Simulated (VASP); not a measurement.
**GaBiSe4: relaxation of cell and atoms with PBE**

The system is GaBiSe4.

```xyz
6
Lattice="-3.7723 3.7723 3.0155 3.7723 -3.7723 3.0155 3.7723 3.7723 -3.0155" Properties=species:S:1:pos:R:3 pbc="T T T"
Ga    0.0000    0.0000    3.0155
Bi    0.0000    0.0000    0.0000
Se    4.9807    1.2085    1.5077
Se    2.5638   -1.2085    1.5077
Se    1.2085    2.5638    1.5077
Se   -1.2085    4.9807    1.5077
```

The cell was built by a generator and needn't be a form met in nature.

- Program: VASP 6.6.1
- Task: relaxation of cell and atoms
- Functional: PBE
- Potentials or basis: VASP PAW PBE potentials, release 64 (Ga_d, Bi_d, Se)
- Cutoff: 520 eV
- k mesh: 3 × 3 × 3
- Occupations: gaussian, width 0.15 eV
- Spin: no spin polarisation
- Further INCAR settings: PREC = Normal; ALGO = Fast; EDIFF = 0.0001; IBRION = 2; EDIFFG = -0.08; NSW = 24; ISIF = 3

| Item | Value |
| --- | --- |
| Relaxed volume | 25.78 Å³/atom |
| Relaxed cell | a = 5.886 Å, b = 5.886 Å, c = 5.886 Å, α = 113.66°, β = 113.66°, γ = 101.38° |
| Space group after relaxing (to 0.05 Å) | I422 (No. 97) |
| Energy gained by relaxing | 520.2 meV/atom |
| Ionic steps | 14 |
| Pressure after relaxing | -0.3 GPa |
| Largest force after relaxing | 0.059 eV/Å |
| Band gap on the k mesh | 0.18 eV, indirect (least direct gap 0.22 eV) |

Forces on the atoms (eV/Å):
```
Ga   0.000  0.000  0.000
Bi   0.000  0.000  0.000
Se   0.042  0.042  0.000
Se  -0.042 -0.042  0.000
Se   0.042 -0.042  0.000
Se  -0.042  0.042  0.000
```

The path:
| step | energy change (eV) | largest force (eV/Å) | pressure (GPa) | volume (Å³) |
| --- | --- | --- | --- | --- |
| 1 | 0.0000 | 0.3974 | -5.61 | 171.64 |
| 2 | -0.6628 | 0.7997 | -0.39 | 147.87 |
| 3 | -0.6929 | 0.8774 | 1.22 | 143.06 |
| 4 | -1.1593 | 1.0450 | 2.35 | 139.65 |
| 5 | -2.2665 | 0.3268 | 11.43 | 127.73 |
| 6 | -2.2942 | 0.8396 | 8.24 | 130.30 |
| 7 | -2.3036 | 0.5666 | 9.99 | 128.80 |
| 8 | -2.4553 | 0.2774 | 9.72 | 130.44 |
| 9 | -2.6000 | 0.9517 | 9.75 | 134.46 |
| 10 | -2.8472 | 0.6999 | 6.68 | 139.49 |
| 11 | -3.1160 | 0.1672 | 0.80 | 152.37 |
| 12 | -3.1206 | 0.0993 | 0.06 | 154.35 |
| 13 | -3.1206 | 0.0817 | -0.11 | 154.77 |
| 14 | -3.1210 | 0.0593 | -0.26 | 154.70 |

Final structure:
```
CELL_PARAMETERS angstrom
-3.22048 3.22048 3.72893
3.22048 -3.22048 3.72893
3.22048 3.22048 -3.72893
ATOMIC_POSITIONS crystal
Ga 0.50000 0.50000 0.00000
Bi 0.00000 0.00000 0.00000
Se 0.38010 0.88010 0.76021
Se 0.11990 0.61990 0.23979
Se 0.61990 0.38010 0.50000
Se 0.88010 0.11990 0.50000
```

Levels at points of the mesh, in eV from the valence-band top:
```tsv
k point	band 23	band 24	band 25	band 26	band 27	band 28	band 29	band 30
(0.00, 0.00, 0.00)	-2.89	-2.38	-2.04	0.00	2.27	2.27	3.04	3.04
```

Run time: 4.1 min on 1 thread of Intel(R) Xeon(R) Platinum 8488C (Sapphire Rapids), on a shared host, peak memory 0.23 GiB.

Caveat: the k mesh is coarse (spacing up to 0.44 Å⁻¹), so the values aren't converged; spin-orbit coupling is left out, which as a rule narrows the gap of such compounds by several tenths of an eV; an odd mesh through Γ misses points on the zone boundary, where band edges often lie; the relaxation stopped at a loose force limit of 0.08 eV/Å, so its end isn't a converged minimum. As with any semilocal functional, this PBE gap is likely too small.
